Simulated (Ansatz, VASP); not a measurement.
# H2C4SCl2O2 (H2C4SCl2O2 (C2/c)) in two plane-wave programs, part 2 of 2

Wanted: the spread between two codes on one cell, functional and k mesh. Of the first pair: The structure shown is the start of the Ansatz relaxation below; VASP solves that cell, so the two are compared at the walk's first step.

VASP 6.6.1 and Ansatz 0.2.0.

So far. Step 3 (VASP: single point, PBE with D3(BJ), start cell, pair 1): The run ends at a pressure of -0.45 GPa, with forces up to 0.57 eV/Å.

## Step 5: Ansatz: relaxation, PBE with D3(BJ)

Level of this step: Ansatz beside VASP: Kohn-Sham DFT, plane waves, PBE with D3(BJ) (Ansatz).

This run makes the geometry at which the two programs are then compared.

The structure compared here is the end of the Ansatz relaxation.

Input file input.yaml:

```yaml
crystal:
  lattice:
    - [15.39462, 0.15466, -0.11443]
    - [0.10345, 10.29553, 0.00085]
    - [-0.21702, -0.00077, 17.05812]
  atoms:
    - { symbol: H, position: [0.32381, 0.33348, 0.08648] }
    - { symbol: H, position: [0.17695, 0.33319, 0.16335] }
    - { symbol: H, position: [0.07374, 0.8336, 0.08646] }
    - { symbol: H, position: [0.42629, 0.8335, 0.16348] }
    - { symbol: H, position: [0.17655, 0.66672, 0.41343] }
    - { symbol: H, position: [0.32346, 0.66679, 0.33663] }
    - { symbol: H, position: [0.42665, 0.16665, 0.41343] }
    - { symbol: H, position: [0.07352, 0.16652, 0.33656] }
    - { symbol: C, position: [0.07237, 0.0415, 0.0877] }
    - { symbol: C, position: [0.42778, 0.04139, 0.16226] }
    - { symbol: C, position: [0.32238, 0.54137, 0.08771] }
    - { symbol: C, position: [0.17801, 0.5411, 0.16211] }
    - { symbol: C, position: [0.4279, 0.95875, 0.41222] }
    - { symbol: C, position: [0.07224, 0.95861, 0.33777] }
    - { symbol: C, position: [0.17787, 0.45883, 0.41227] }
    - { symbol: C, position: [0.32224, 0.45888, 0.33785] }
    - { symbol: C, position: [0.04133, 0.92267, 0.10369] }
    - { symbol: C, position: [0.45874, 0.92253, 0.14625] }
    - { symbol: C, position: [0.29139, 0.42252, 0.10373] }
    - { symbol: C, position: [0.20921, 0.42237, 0.14611] }
    - { symbol: C, position: [0.459, 0.07753, 0.3962] }
    - { symbol: C, position: [0.04116, 0.07741, 0.35378] }
    - { symbol: C, position: [0.20894, 0.57763, 0.39623] }
    - { symbol: C, position: [0.29112, 0.57766, 0.35386] }
    - { symbol: S, position: [0.2501, 0.66341, 0.12491] }
    - { symbol: S, position: [0.00015, 0.16359, 0.12495] }
    - { symbol: S, position: [0.25009, 0.33667, 0.37508] }
    - { symbol: S, position: [3.0e-05, 0.83644, 0.37495] }
    - { symbol: Cl, position: [0.16294, 0.08929, 0.04099] }
    - { symbol: Cl, position: [0.33728, 0.0893, 0.20903] }
[... 140 atom lines left out ...]
    - { symbol: O, position: [0.95828, 0.23588, 0.56138] }
    - { symbol: O, position: [0.54174, 0.23583, 0.68869] }
    - { symbol: O, position: [0.79175, 0.26404, 0.93869] }
    - { symbol: O, position: [0.70845, 0.26404, 0.8114] }
    - { symbol: O, position: [0.5417, 0.76411, 0.93863] }
    - { symbol: O, position: [0.9583, 0.76428, 0.81139] }
kpoints:
  mp_grid: { grid: [1, 1, 1] }
hamiltonian:
  xc: pbe
  dispersion: d3bj
scf:
  occupations: { method: fixed }
output:
  forces: true
  eigenvalues: true
  stress: true
relax:
  f_tol: 0.05
  max_steps: 70
```

The run is started by

```console
$ ansatz run input.yaml --threads 4 --pin off --max-ram 8192MiB --backend cpu --events-out ev --progress --plain --runs-dir out
```

Numbers of over 12 decimals in the logs are rounded to 6 here.

The log of the run:

```text
[...]
Crystal: 176 atoms, lattice volume = 2703.111 Å³
Basis set: ecut = 420 eV, 52875 PW (Γ), exchange–correlation on 216×144×240 points (8 copies of the dense FFT grid, shifted against one another)
Bands: 576, of which v1, the nominal top of the filled ones, is band 400 counted from 1 (399 counted from 0)
Symmetry: 1 space group operations
[...]
k-points: 1
[...]
- { symbol: S, position: [0.750420, 0.337175, 0.874591] }
    - { symbol: S, position: [0.500422, 0.837221, 0.874566] }
[...]
- { symbol: Cl, position: [0.837981, 0.915077, 0.958853] }
    - { symbol: Cl, position: [0.663608, 0.907651, 0.791228] }
    - { symbol: Cl, position: [0.588003, 0.414946, 0.958872] }
    - { symbol: Cl, position: [0.913576, 0.407685, 0.791236] }
[...]
- { symbol: O, position: [0.791861, 0.262911, 0.938074] }
    - { symbol: O, position: [0.708343, 0.266783, 0.810896] }
    - { symbol: O, position: [0.541856, 0.762930, 0.938041] }
    - { symbol: O, position: [0.958282, 0.766899, 0.810877] }
```

## Step 6: VASP: single point, PBE with D3(BJ), relaxed cell, pair 2

The same cell, functional and mesh now go to VASP, with its own data sets.

Input file INCAR:

```
SYSTEM = H2C4SCl2O2
PREC = Accurate
ENCUT = 600
EDIFF = 1E-06
NELM = 120
ISMEAR = 0
SIGMA = 0.01
LREAL = Auto
ALGO = Normal
GGA = PE
IVDW = 12
NBANDS = 523
LORBIT = 11
LWAVE = .FALSE.
LCHARG = .FALSE.
ISIF = 2
LASPH = .TRUE.
GGA_COMPAT = .FALSE.
EFERMI = MIDGAP
```

Input file POSCAR:

```
H2C4SCl2O2
1.0
   15.3946200000      0.1546600000     -0.1144300000
    0.1034500000     10.2955300000      0.0008500000
   -0.2170200000     -0.0007700000     17.0581200000
H C S Cl O
32 64 16 32 32
Direct
    0.3225300000      0.3310300000      0.0850400000
    0.1756000000      0.3345900000      0.1617900000
    0.0724800000      0.8310100000      0.0850200000
    0.4254800000      0.8346300000      0.1618600000
    0.1776300000      0.6690800000      0.4149500000
    0.3245500000      0.6654600000      0.3381900000
    0.4276400000      0.1690100000      0.4149200000
    0.0745600000      0.1653800000      0.3382100000
    0.3224400000      0.3309500000      0.5850600000
    0.1755200000      0.3346200000      0.6618100000
    0.0724700000      0.8310400000      0.5850100000
    0.4255200000      0.8346600000      0.6618400000
    0.1775900000      0.6690200000      0.9149300000
    0.3245200000      0.6654400000      0.8381900000
    0.4276600000      0.1690700000      0.9149000000
    0.0745800000      0.1654400000      0.8382200000
    0.8224600000      0.3310300000      0.0850700000
    0.6755500000      0.3346400000      0.1618500000
    0.5723900000      0.8309100000      0.0851000000
    0.9255500000      0.8346000000      0.1617700000
    0.6776300000      0.6690400000      0.4149200000
    0.8245400000      0.6654100000      0.3381500000
    0.9276400000      0.1690100000      0.4149700000
    0.5745600000      0.1653800000      0.3381600000
    0.8224200000      0.3309700000      0.5850700000
    0.6755100000      0.3346300000      0.6618400000
    0.5724500000      0.8310100000      0.5851000000
    0.9255600000      0.8346200000      0.6617900000
    0.6775900000      0.6689900000      0.9149400000
    0.8245000000      0.6654000000      0.8381600000
[... 140 atom lines left out ...]
    0.9582300000      0.2371500000      0.5619600000
    0.5417800000      0.2332100000      0.6891600000
    0.7918600000      0.2629100000      0.9380700000
    0.7083400000      0.2667800000      0.8109000000
    0.5418600000      0.7629300000      0.9380400000
    0.9582800000      0.7669000000      0.8108800000
```

Input file KPOINTS:

```
Automatic mesh
0
Gamma
1 1 1
0 0 0
```

Potentials, in the order of the species: H, C, S, Cl and O (PBE family, release 64).

The run is started by

```console
$ export OMP_NUM_THREADS=3
$ mpirun -np 1 vasp_gam
```

The log of the run:

```text
[... set-up lines as in an earlier step ...]
 entering main loop
       N       E                     dE             d eps       ncg     rms          rms(c)
DAV:   1     0.884228392361E+04    0.88423E+04   -0.45387E+05  1054   0.161E+03
DAV:   2     0.591636868603E+02   -0.87831E+04   -0.84024E+04  1572   0.347E+02
DAV:   3    -0.108243916480E+04   -0.11416E+04   -0.11277E+04  1220   0.135E+02
DAV:   4    -0.111956707729E+04   -0.37128E+02   -0.36873E+02  1284   0.255E+01
[...]
DAV:  16    -0.101021430383E+04   -0.31494E-05   -0.54090E-06  1164   0.385E-03    0.104E-02
DAV:  17    -0.101021430694E+04   -0.31152E-05   -0.30779E-06   924   0.274E-03    0.235E-03
DAV:  18    -0.101021430702E+04   -0.77001E-07   -0.54291E-07   628   0.141E-03
   1 F= -.10288405E+04 E0= -.10288405E+04  d E =0.000000E+00
```

From OUTCAR (step 6):

```text
  FREE ENERGIE OF THE ION-ELECTRON SYSTEM (eV)
  ---------------------------------------------------
  free  energy   TOTEN  =     -1028.8404684083 eV

  energy  without entropy=    -1028.8404684083  energy(sigma->0) =    -1028.84046841
```

The run ends at a pressure of -0.56 GPa, with forces up to 0.24 eV/Å.

## Step 7: Side by side

What differs besides the data sets and the points named for the pairs above, as far as they apply: the cutoff is 420 eV in Ansatz and 600 eV in VASP (PREC = Accurate, projectors in real space). Total energies have different zeros and are not compared.

Compared:

| quantity | Ansatz | VASP | difference |
| --- | --- | --- | --- |
| pressure (GPa) | 0.00 | -0.56 | +0.56 |
| gap on the k mesh (eV) | 2.205 | 2.211 | -0.006 |

Forces on 10 of the 176 atoms, those with the largest forces and the largest differences (eV/Å; atoms numbered as in POSCAR):

| atom | Ansatz x, y, z | VASP x, y, z |
| --- | --- | --- |
| O147 | -0.005, 0.001, 0.012 | 0.095, -0.109, 0.189 |
| O149 | 0.005, -0.001, -0.012 | -0.098, 0.112, -0.188 |
| O154 | -0.003, -0.002, 0.013 | -0.110, -0.110, -0.166 |
| O155 | -0.005, 0.001, 0.012 | 0.094, -0.108, 0.187 |
| O158 | 0.003, 0.002, -0.013 | 0.109, 0.110, 0.166 |
| O161 | -0.005, 0.001, 0.012 | 0.097, -0.110, 0.187 |
| O165 | 0.005, -0.001, -0.012 | -0.097, 0.111, -0.188 |
| O167 | 0.005, -0.001, -0.011 | -0.093, 0.108, -0.185 |
| O170 | -0.003, -0.002, 0.013 | -0.110, -0.111, -0.167 |
| O171 | -0.005, 0.001, 0.012 | 0.095, -0.109, 0.189 |

The forces differ by 88 meV/Å r.m.s., where the r.m.s. force is 0.013 eV/Å in Ansatz and 0.089 eV/Å in VASP: the atoms lie near their places of rest in Ansatz, so a percentage would say little (all taken over all components). A gap on the mesh is an upper bound, since the band edges may lie between its points.

## Step 8: Outcome

* r.m.s. force difference (single point, PBE with D3(BJ), start cell, pair 1): 37 % of the r.m.s. force
* r.m.s. force difference (single point, PBE with D3(BJ), relaxed cell, pair 2): 88 meV/Å
* difference in pressure (single point, PBE with D3(BJ), relaxed cell, pair 2): 0.56 GPa

In words: The r.m.s. force difference is 37 % of the r.m.s. force (single point, PBE with D3(BJ), start cell, pair 1), beyond the 3 % picked in this series as the mark of a large difference. What causes the difference of the single point, PBE with D3(BJ), start cell, pair 1 pair stays open here. What causes the difference of the single point, PBE with D3(BJ), relaxed cell, pair 2 pair stays open here. Such differences can come from data sets, numerical settings and the points named under the comparisons, not from the functional's error against experiment.

[Lines on the potential files, build, host, timing and source positions are cut from VASP's logs without a mark.]

[Logs are printed without paths, hosts, clocks, repeated set-up lines and the standing remarks that a program may print on its own settings, such as how far it seeks lower states.]

[Hosts, paths, dates, database ids (printed as entryN), source tags and the programs' standing remarks are cut or masked in the printed files.]
